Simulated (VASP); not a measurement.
Consider the following.

```
CELL_PARAMETERS angstrom
      0.00000     2.95634     2.95634
      2.95634     0.00000     2.95634
      2.95634     2.95634     0.00000
ATOMIC_POSITIONS crystal
  Sr 0.00000 0.00000 0.00000
```

Method: r2SCAN meta-GGA, VASP's PBE PAW potentials (set 64) (plane waves; VASP). Run with 480 eV cut-off, 10×10×10 Γ-centred mesh, first-order Methfessel-Paxton smearing of 0.10 eV, potentials Sr_sv.

Problem. Estimate the energy per atom (σ→0), pressure, band gap (on the k-mesh) with the smallest direct gap where there is one.

Solution. 
```json
{
 "band gap (on the k-mesh)": "none (metal, semimetal or under 0.01 eV)",
 "energy per atom (σ→0)": "-15.079 eV/atom",
 "pressure": "1.21 GPa"
}
```

The compound is Sr in the fcc structure. This cell was strained or had an atom moved on purpose.
